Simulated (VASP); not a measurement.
All values below come from LDA (Ceperley-Alder, Perdew-Zunger), VASP's LDA PAW potentials (set 64) (plane waves; VASP).

The input files of a VASP run:

**KPOINTS**
```
Automatic mesh
0
Gamma
7 7 7
0 0 0
```

**POSCAR**
```
CoSi
1.0
  4.2565923762   0.0000000000   0.0000000000
  0.0000000000   4.2565923762   0.0000000000
  0.0000000000   0.0000000000   4.2565923762
Co Si
4 4
direct
  0.8524983017   0.6475016983   0.3524983017
  0.3524983017   0.8524983017   0.6475016983
  0.1475016983   0.1475016983   0.1475016983
  0.6475016983   0.3524983017   0.8524983017
  0.1560149144   0.3439850856   0.6560149144
  0.6560149144   0.1560149144   0.3439850856
  0.8439850856   0.8439850856   0.8439850856
  0.3439850856   0.6560149144   0.1560149144
```

INCAR:
```
ALGO = Normal
EDIFF = 1E-6
EDIFFG = -0.02
ENCUT = 500
IBRION = 2
ISIF = 3
ISMEAR = 1
LASPH = .True.
LCHARG = .False.
LMAXMIX = 4
LREAL = .False.
LWAVE = .False.
NELM = 100
NSW = 40
PREC = Accurate
PSTRESS = 200
SIGMA = 0.1
SYSTEM = CoSi
```

POTCAR, in this order: Co Si (LDA.64 set). Program: vasp_std.

The resulting files:

### OSZICAR
```
       N       E                     dE             d eps       ncg     rms          rms(c)
DAV:   1     0.363049248252E+03    0.36305E+03   -0.22330E+04  1488   0.196E+03
DAV:   2    -0.333966721619E+02   -0.39645E+03   -0.38660E+03  1488   0.415E+02
DAV:   3    -0.665209502001E+02   -0.33124E+02   -0.32316E+02  1702   0.146E+02
DAV:   4    -0.680764905209E+02   -0.15555E+01   -0.15461E+01  1969   0.295E+01
DAV:   5    -0.681267654904E+02   -0.50275E-01   -0.50265E-01  2057   0.494E+00    0.319E+01
DAV:   6    -0.710006417867E+02   -0.28739E+01   -0.14693E+02  2137   0.148E+02    0.222E+01
DAV:   7    -0.624698689755E+02    0.85308E+01   -0.58339E+01  2064   0.106E+02    0.999E+00
DAV:   8    -0.624274877444E+02    0.42381E-01   -0.33999E+00  1899   0.128E+01    0.304E+00
DAV:   9    -0.623334317342E+02    0.94056E-01   -0.34451E-01  2385   0.669E+00    0.123E+00
DAV:  10    -0.623288205908E+02    0.46111E-02   -0.18885E-02  1899   0.104E+00    0.534E-01
DAV:  11    -0.623262870416E+02    0.25335E-02   -0.80876E-03  2513   0.940E-01    0.883E-02
DAV:  12    -0.623262720560E+02    0.14986E-04   -0.42909E-04  2364   0.229E-01    0.418E-02
DAV:  13    -0.623262733586E+02   -0.13026E-05   -0.64304E-05  2384   0.517E-02    0.219E-02
DAV:  14    -0.623262692335E+02    0.41251E-05   -0.23009E-05  2392   0.507E-02    0.345E-03
DAV:  15    -0.623262692570E+02   -0.23584E-07   -0.65297E-07  1192   0.853E-03
   1 F= -.52698945E+02 E0= -.52698876E+02  d E =-.526989E+02
```

### OUTCAR
```
------------------------ aborting loop because EDIFF is reached ----------------------------------------
  FORCE on cell =-STRESS in cart. coord.  units (eV):
  Direction    XX          YY          ZZ          XY          YZ          ZX
  --------------------------------------------------------------------------------------
  Total        9.6342087      9.6342087      9.6342087     -0.0000000      0.0000000      0.0000000
  in kB      200.1430185    200.1430185    200.1430185     -0.0000000      0.0000000      0.0000000
  external PRESSURE =       0.1430185 kB  Pullay stress =     200.0000000 kB
  volume of cell :       77.12
      direct lattice vectors                 reciprocal lattice vectors
     4.256592376  0.000000000  0.000000000     0.234929707  0.000000000  0.000000000
     0.000000000  4.256592376  0.000000000     0.000000000  0.234929707  0.000000000
     0.000000000  0.000000000  4.256592376     0.000000000  0.000000000  0.234929707
 POSITION                                       TOTAL-FORCE (eV/Angst)
 -----------------------------------------------------------------------------------
      3.62874      2.75615      1.50044         0.000300     -0.000300      0.000300
      1.50044      3.62874      2.75615         0.000300      0.000300     -0.000300
      0.62785      0.62785      0.62785        -0.000300     -0.000300     -0.000300
      2.75615      1.50044      3.62874        -0.000300      0.000300      0.000300
      0.66409      1.46420      2.79239         0.007790     -0.007790      0.007790
      2.79239      0.66409      1.46420         0.007790      0.007790     -0.007790
      3.59250      3.59250      3.59250        -0.007790     -0.007790     -0.007790
      1.46420      2.79239      0.66409        -0.007790      0.007790      0.007790
 -----------------------------------------------------------------------------------
    total drift:                               -0.000000      0.000000     -0.000000
  FREE ENERGIE OF THE ION-ELECTRON SYSTEM (eV)
  ---------------------------------------------------
  free  energy   TOTEN  =       -62.3262692570 eV

  energy  without entropy=      -62.3260635198  energy(sigma->0) =      -62.32620068
  enthalpy is  TOTEN    =       -52.6989449484 eV   P V=        9.6273243087

 reached required accuracy - stopping structural energy minimisation
```
(Selected blocks of OUTCAR.)

The compound is CoSi in the B20 structure. It was relaxed first under an external pressure of 20 GPa. The run is not spin-polarised, so no magnetic state was tried.
